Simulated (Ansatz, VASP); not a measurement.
# Al3BAs2: VASP beside Ansatz

```
Al B As
1.0
     4.36973    0.00000    0.00000
     0.00000    4.36973    0.00000
     0.00000    0.00000    5.86679
Al B As
3 1 2
Direct
  0.00000 0.00000 0.67943
  0.50000 0.00000 0.96781
  0.00000 0.50000 0.96781
  0.50000 0.50000 0.89933
  0.00000 0.00000 0.25472
  0.50000 0.50000 0.28037
```

Alike in both runs: functional PBE; k mesh 8 × 8 × 8; occupations gaussian, width 0.1 eV; no spin polarisation.

Ansatz relaxed the structure, and its values are those at the end. VASP's run is a single point on that final structure, the one shown.

```csv
,VASP,Ansatz
version,VASP 6.6.1,Ansatz 0.2.0
potentials or method,"VASP PAW PBE potentials, release 64 (Al, B, As)","scalar-relativistic, plane waves, PAW"
plane-wave cutoff (eV),520,420
valence electrons in the cell,22,42
```

|  | VASP | Ansatz | Ansatz less VASP |
| --- | --- | --- | --- |
| gap on the k mesh at the Fermi level (eV) | none | none | - |
| pressure (GPa) | 0.1 | 0.0 | -0.07 |
| rms of the force components (eV/Å) | 0.009 | 0.002 | -0.0075 |

A gap of «none» marks a metal or a gap that the smearing closes. The two sets of potentials don't hold the same shells in valence.
